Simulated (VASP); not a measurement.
The input files of a VASP run:

### INCAR
```
SYSTEM = CsBr
PREC = Accurate
ENCUT = 500
EDIFF = 1E-6
NELM = 100
ALGO = Normal
LREAL = .FALSE.
LASPH = .TRUE.
ISMEAR = 0
SIGMA = 0.05
GGA = PE
LMAXMIX = 4
LWAVE = .FALSE.
LCHARG = .FALSE.
IBRION = 2
ISIF = 3
NSW = 40
EDIFFG = -0.02
PSTRESS = 450
```

**KPOINTS**
```
Automatic mesh
0
Gamma
8 8 8
0 0 0
```

POSCAR:
```
CsBr
1
    3.5117620796     0.0000000000    -0.0000000000
    0.0000000000     3.5117620796     0.0000000000
    0.0000000000     0.0000000000     3.5117620796
Cs Br
1 1
Direct
  0.0000000000   0.0000000000   0.0000000000
  0.5000000000   0.5000000000   0.5000000000
```

POTCAR, in this order: Cs_sv Br (PBE.64 set). Program: vasp_std.

**Question.** Translate this PBE calculation to Ansatz.

**Answer.** One equivalent input (not run):
Ansatz 0.2 input:
```yaml
crystal:
  lattice:
    - [3.5117621, 0.0000000, 0.0000000]
    - [0.0000000, 3.5117621, 0.0000000]
    - [0.0000000, 0.0000000, 3.5117621]
  atoms:
    - { symbol: Cs, position: [0.0000000, 0.0000000, 0.0000000] }
    - { symbol: Br, position: [0.5000000, 0.5000000, 0.5000000] }
kpoints:
  mp_grid: { grid: [8, 8, 8] }
hamiltonian:
  xc: pbe
  pseudopotentials: { kind: paw }
scf:
  occupations: { method: gaussian, width: 0.05 }
  max_iter: 100
relax:
  max_steps: 40
  f_tol: 0.02
  cell: { p_target: 45 }
output: { forces: true, stress: true, eigenvalues: true }
```
Limits of the translation: each code has its own PAW files, so the cut-off isn't converted (ENCUT is set for VASP's; basis.ecutwfc is left out, and Ansatz then takes the one that its files recommend); Ansatz stops its SCF on the density residual and VASP on the energy change (EDIFF).

The compound is CsBr in the CsCl type structure. It was relaxed first under an external pressure of 45 GPa.
